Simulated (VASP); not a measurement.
Level of theory: G0W0 on PBE orbitals, VASP's PBE PAW potentials (set 64) (plane waves; VASP).

The input files of a VASP run:

**INCAR**
```
ALGO=EVGW0
ENCUT=350
ENCUTGW=180
GGA=PE
ISMEAR=0
LASPH=.TRUE.
LCHARG=.FALSE.
LREAL=.FALSE.
LSPECTRALGW=.TRUE.
LWAVE=.TRUE.
NBANDS=192
NBANDSGW=20
NELMGW=1
NOMEGA=64
PREC=Normal
SIGMA=0.01
SYSTEM=P
```

File POSCAR:
```
P
1
    1.6550000000    -5.2400000000     0.0000000000
    1.6550000000     5.2400000000     0.0000000000
    0.0000000000     0.0000000000     4.3800000000
P
4
Direct
  0.1017000000   0.8983000000   0.9194000000
  0.3983000000   0.6017000000   0.4194000000
  0.6017000000   0.3983000000   0.5806000000
  0.8983000000   0.1017000000   0.0806000000
```

File KPOINTS:
```
K-points
0
gamma
4 4 4
0 0 0
```

POTCAR, in this order: P_GW (PBE.64 set). Program: vasp_std. Read from the step before: W*.

Output

File OSZICAR:
```
energies w=
    0.000    0.000    0.215    0.000    0.430    0.000    0.643    0.000
    0.855    0.000    1.066    0.000    1.274    0.000    1.479    0.000
    1.682    0.000    1.883    0.000    2.080    0.000    2.275    0.000
    2.466    0.000    2.656    0.000    2.843    0.000    3.027    0.000
    3.210    0.000    3.391    0.000    3.571    0.000    3.750    0.000
    3.929    0.000    4.107    0.000    4.286    0.000    4.466    0.000
    4.646    0.000    4.829    0.000    5.013    0.000    5.201    0.000
    5.392    0.000    5.587    0.000    5.787    0.000    5.992    0.000
    6.204    0.000    6.423    0.000    6.651    0.000    6.890    0.000
    7.139    0.000    7.401    0.000    7.678    0.000    7.972    0.000
    8.285    0.000    8.621    0.000    8.983    0.000    9.374    0.000
    9.801    0.000   10.268    0.000   10.785    0.000   11.359    0.000
   12.002    0.000   12.730    0.000   13.561    0.000   14.520    0.000
   15.640    0.000   16.966    0.000   18.564    0.000   20.523    0.000
   22.984    0.000   26.166    0.000   30.433    0.000   36.450    0.000
   45.551    0.000   60.886    0.000   92.104    0.000  189.941    0.000
NQ=   1    0.0000    0.0000    0.0000,
 performed        394000 updates of chi_q(r,r)
NQ=   2    0.2500    0.0000    0.0000,
 performed       1041000 updates of chi_q(r,r)
NQ=   3    0.5000    0.0000    0.0000,
 performed       1512000 updates of chi_q(r,r)
NQ=   4    0.2500    0.2500    0.0000,
 performed       2021000 updates of chi_q(r,r)
NQ=   5    0.5000    0.2500    0.0000,
 performed       2668000 updates of chi_q(r,r)
NQ=   6   -0.2500    0.2500    0.0000,
 performed       3192000 updates of chi_q(r,r)
NQ=   7    0.5000    0.5000    0.0000,
 performed       3586000 updates of chi_q(r,r)
NQ=   8    0.0000    0.0000    0.2500,
 performed       4110000 updates of chi_q(r,r)
NQ=   9    0.2500    0.0000    0.2500,
 performed       4834000 updates of chi_q(r,r)
NQ=  10    0.5000    0.0000    0.2500,
 performed       5481000 updates of chi_q(r,r)
NQ=  11    0.2500    0.2500    0.2500,
 performed       6144000 updates of chi_q(r,r)
NQ=  12    0.5000    0.2500    0.2500,
 performed       6868000 updates of chi_q(r,r)
NQ=  13   -0.2500    0.2500    0.2500,
 performed       7438000 updates of chi_q(r,r)
NQ=  14    0.5000    0.5000    0.2500,
 performed       7962000 updates of chi_q(r,r)
NQ=  15    0.0000    0.0000    0.5000,
 performed       8356000 updates of chi_q(r,r)
NQ=  16    0.2500    0.0000    0.5000,
 performed       9003000 updates of chi_q(r,r)
NQ=  17    0.5000    0.0000    0.5000,
 performed       9474000 updates of chi_q(r,r)
NQ=  18    0.2500    0.2500    0.5000,
 performed       9983000 updates of chi_q(r,r)
NQ=  19    0.5000    0.2500    0.5000,
 performed      10630000 updates of chi_q(r,r)
NQ=  20   -0.2500    0.2500    0.5000,
 performed      11154000 updates of chi_q(r,r)
NQ=  21    0.5000    0.5000    0.5000,
 performed      11548000 updates of chi_q(r,r)
 resolving degeneracies of screened two electron integrals
```

File OUTCAR:
```


 k-point   1 :       0.0000    0.0000    0.0000
  band No.  KS-energies  QP-energies   sigma(KS)   V_xc(KS)     V^pw_x(r,r')   Z            occupation Imag(sigma)

      1      -9.6752      -9.9014     -12.3577     -12.0033     -20.1247       0.6381       2.0000       1.5152
      2      -6.6387      -6.9361     -12.9663     -12.5159     -19.3816       0.6603       2.0000       0.9900
      3      -3.3714      -3.6914     -13.0116     -12.5363     -18.0459       0.6734       2.0000       0.5869
      4      -0.7891      -1.2479     -11.7377     -11.1006     -15.4532       0.7203       2.0000       0.4519
      5       1.2502       0.8246     -11.4174     -10.8128     -14.3046       0.7038       2.0000       0.2453
      6       1.5409       1.1990     -12.9872     -12.4983     -15.9246       0.6992       2.0000       0.2250
      7       2.1715       1.7316     -13.1102     -12.4961     -15.3523       0.7164       2.0000       0.1027
      8       3.3365       2.8835     -11.9504     -11.3218     -13.7482       0.7207       2.0000       0.1141
      9       3.6488       3.2265     -13.3098     -12.7325     -14.9764       0.7314       2.0000       0.0758
     10       4.8233       4.4045     -12.0682     -11.5056     -13.3078       0.7445       2.0000       0.0841
     11       6.9267       7.0320     -10.8389     -10.9796      -7.0835       0.7483       0.0000      -0.0640
     12       7.3252       7.5208     -10.7892     -11.0499      -6.3239       0.7503       0.0000      -0.0870
     13       8.0930       8.3646     -11.1841     -11.5518      -6.4346       0.7387       0.0000      -0.0964
     14       9.2228       9.4968     -11.8015     -12.1848      -6.7727       0.7147       0.0000      -0.1356
     15      11.5207      11.7664     -11.8718     -12.2181      -5.9523       0.7095       0.0000      -0.2892
     16      12.4408      12.6590     -11.3402     -11.6352      -5.4813       0.7396       0.0000      -0.3151
     17      13.3475      13.4538     -10.4402     -10.5816      -4.8644       0.7517       0.0000      -0.3246
     18      13.5561      13.6783     -10.4478     -10.6122      -4.8803       0.7428       0.0000      -0.2855
     19      13.7801      14.0473     -10.9740     -11.3261      -5.2122       0.7589       0.0000      -0.3561
     20      14.0412      14.2021     -10.1682     -10.3814      -4.4439       0.7547       0.0000      -0.3595

 k-point   2 :       0.2500    0.0000    0.0000
  band No.  KS-energies  QP-energies   sigma(KS)   V_xc(KS)     V^pw_x(r,r')   Z            occupation Imag(sigma)

      1      -8.9052      -9.1573     -12.4607     -12.0691     -19.8802       0.6439       2.0000       1.3778
      2      -5.9553      -6.2790     -12.9653     -12.4804     -19.0644       0.6674       2.0000       0.9282
      3      -4.0946      -4.4096     -13.1370     -12.6670     -18.4800       0.6702       2.0000       0.6467
      4      -0.6283      -0.9878     -13.0113     -12.4948     -16.7276       0.6960       2.0000       0.3625
      5      -0.0793      -0.5281     -11.9623     -11.3358     -15.2603       0.7163       2.0000       0.3424
      6       0.4372      -0.0029     -12.3688     -11.7529     -15.0817       0.7144       2.0000       0.2015
      7       1.8503       1.4265     -11.7175     -11.1196     -14.2094       0.7088       2.0000       0.1840
      8       2.9421       2.5277     -12.6563     -12.0780     -14.5534       0.7167       2.0000       0.1017
      9       3.5854       3.1308     -12.0580     -11.4328     -13.7911       0.7271       2.0000       0.1018
     10       4.9611       4.5649     -12.4927     -11.9503     -13.6723       0.7306       2.0000       0.0647
     11       6.8749       7.0099     -10.7774     -10.9573      -6.7775       0.7510       0.0000      -0.0730
     12       7.8813       8.0394     -11.0621     -11.2741      -6.7988       0.7459       0.0000      -0.0965
     13       8.6093       8.7592     -10.5301     -10.7305      -5.9951       0.7477       0.0000      -0.0960
     14       8.9744       9.1451     -11.1531     -11.3869      -6.4602       0.7301       0.0000      -0.1161
     15       9.9412      10.1074     -10.7518     -10.9775      -5.7137       0.7362       0.0000      -0.1488
     16      10.9994      11.1853     -11.1884     -11.4450      -5.7869       0.7243       0.0000      -0.2202
     17      11.6710      11.8886     -11.0188     -11.3125      -5.5719       0.7409       0.0000      -0.2148
     18      13.0548      13.1149     -10.0171     -10.0964      -4.6044       0.7575       0.0000      -0.2662
     19      13.4638      13.6479     -10.4759     -10.7234      -4.7856       0.7437       0.0000      -0.2894
     20      14.4039      14.6750     -11.1944     -11.5568      -5.0588       0.7480       0.0000      -0.4136

 k-point   3 :       0.5000    0.0000    0.0000
  band No.  KS-energies  QP-energies   sigma(KS)   V_xc(KS)     V^pw_x(r,r')   Z            occupation Imag(sigma)

      1      -6.7323      -7.0170     -12.7257     -12.2979     -19.2099       0.6654       2.0000       1.0095
      2      -6.7323      -7.0170     -12.7257     -12.2979     -19.2099       0.6654       2.0000       1.0095
      3      -3.8985      -4.2620     -12.9600     -12.4318     -18.1364       0.6882       2.0000       0.7030
      4      -3.8985      -4.2620     -12.9600     -12.4318     -18.1364       0.6882       2.0000       0.7030
      5       0.8697       0.4337     -12.7268     -12.1163     -15.2730       0.7142       2.0000       0.1646
      6       0.8697       0.4337     -12.7268     -12.1163     -15.2730       0.7142       2.0000       0.1646
      7       2.8647       2.4274     -12.1839     -11.5704     -14.2317       0.7128       2.0000       0.1158
      8       2.8647       2.4274     -12.1839     -11.5704     -14.2317       0.7128       2.0000       0.1158
      9       3.5285       3.1289     -11.9648     -11.4090     -13.6138       0.7189       2.0000       0.1043
     10       3.5285       3.1289     -11.9648     -11.4090     -13.6138       0.7189       2.0000       0.1043
     11       6.9701       7.0950     -10.6314     -10.7971      -6.5555       0.7538       0.0000      -0.0718
     12       6.9701       7.0950     -10.6314     -10.7971      -6.5555       0.7538       0.0000      -0.0718
     13       7.3875       7.4517     -10.4172     -10.5025      -6.4788       0.7529       0.0000      -0.0757
     14       7.3875       7.4517     -10.4172     -10.5025      -6.4788       0.7529       0.0000      -0.0757
     15       9.5156       9.6832     -11.2087     -11.4394      -6.3223       0.7263       0.0000      -0.1474
     16       9.5156       9.6832     -11.2087     -11.4394      -6.3223       0.7263       0.0000      -0.1474
     17      12.7577      12.8702     -10.1436     -10.2933      -4.7163       0.7515       0.0000      -0.2470
     18      12.7577      12.8702     -10.1436     -10.2933      -4.7163       0.7515       0.0000      -0.2470
     19      15.2197      15.2826      -9.8110      -9.8951      -3.8921       0.7483       0.0000      -0.3814
     20      15.2197      15.2826      -9.8110      -9.8951      -3.8921       0.7483       0.0000      -0.3814

 k-point   4 :       0.2500    0.2500    0.0000
  band No.  KS-energies  QP-energies   sigma(KS)   V_xc(KS)     V^pw_x(r,r')   Z            occupation Imag(sigma)

      1      -6.8212      -7.1055     -12.6714     -12.2445     -19.2044       0.6659       2.0000       1.0393
      2      -6.6311      -6.9150     -12.7951     -12.3670     -19.2223       0.6631       2.0000       0.9720
      3      -4.1579      -4.5168     -12.7679     -12.2455     -18.1065       0.6872       2.0000       0.7731
      4      -3.6330      -4.0001     -13.1635     -12.6324     -18.1739       0.6912       2.0000       0.6368
      5       0.7428       0.3087     -12.6179     -12.0091     -15.2323       0.7131       2.0000       0.1794
      6       0.9651       0.5279     -12.7793     -12.1670     -15.2935       0.7142       2.0000       0.1582
      7       2.8456       2.4092     -12.1683     -11.5557     -14.2131       0.7124       2.0000       0.1135
      8       2.8673       2.4273     -12.3295     -11.7108     -14.4510       0.7112       2.0000       0.1172
      9       3.1963       2.7733     -11.7029     -11.1127     -13.5512       0.7167       2.0000       0.1251
     10       3.9576       3.5916     -12.1237     -11.6182     -13.4120       0.7241       2.0000       0.0789
     11       6.8026       6.9046     -10.2041     -10.3390      -6.2389       0.7560       0.0000      -0.0674
     12       6.8906       7.0216     -10.9148     -11.0893      -6.8593       0.7512       0.0000      -0.0701
     13       7.5251       7.5598     -10.6864     -10.7327      -6.8846       0.7504       0.0000      -0.0746
     14       7.5643       7.6598     -10.6794     -10.8063      -6.6065       0.7531       0.0000      -0.0822
     15       9.1387       9.2813     -10.6367     -10.8315      -5.9200       0.7317       0.0000      -0.1241
     16       9.6384       9.8260     -11.1938     -11.4531      -6.1193       0.7235       0.0000      -0.1594
     17      12.5010      12.5884      -9.7250      -9.8414      -4.3727       0.7516       0.0000      -0.2183
     18      13.4456      13.5761     -10.6244     -10.7963      -5.0666       0.7591       0.0000      -0.3019
     19      15.0601      15.1826     -10.3151     -10.4809      -4.2833       0.7388       0.0000      -0.3998
     20      15.1652      15.3042     -10.2533     -10.4398      -4.2649       0.7456       0.0000      -0.3777

 k-point   5 :       0.5000    0.2500    0.0000
  band No.  KS-energies  QP-energies   sigma(KS)   V_xc(KS)     V^pw_x(r,r')   Z            occupation Imag(sigma)

      1      -8.7468      -8.9994     -12.5530     -12.1604     -19.8858       0.6436       2.0000       1.3125
      2      -6.3496      -6.6725     -12.6796     -12.1976     -19.0158       0.6699       2.0000       1.0725
      3      -4.1181      -4.4331     -13.1156     -12.6454     -18.4661       0.6700       2.0000       0.6511
      4      -0.4260      -0.7797     -13.1436     -12.6360     -16.7860       0.6967       2.0000       0.3429
      5       0.4138      -0.0228     -12.4077     -11.7969     -15.1039       0.7149       2.0000       0.1970
      6       0.5230       0.0773     -12.3021     -11.6841     -15.1962       0.7213       2.0000       0.2516
      7       1.4404       1.0064     -11.8774     -11.2705     -14.5365       0.7152       2.0000       0.2196
      8       2.4407       2.0073     -12.4201     -11.8158     -14.5640       0.7170       2.0000       0.1306
      9       4.3482       3.9193     -12.0532     -11.4623     -13.4269       0.7258       2.0000       0.0702
...
```
(Selected blocks of OUTCAR.)

The mesh is coarse and the basis finite, so the quasiparticle values are not converged. VASP warned that its frequency grid is unfit for quasiparticle energies.

The compound is P in the black structure. The cell was not relaxed at this level. The k-mesh is coarse (spacing up to 0.50 per Å, 2π included), so the numbers may not be converged in it.
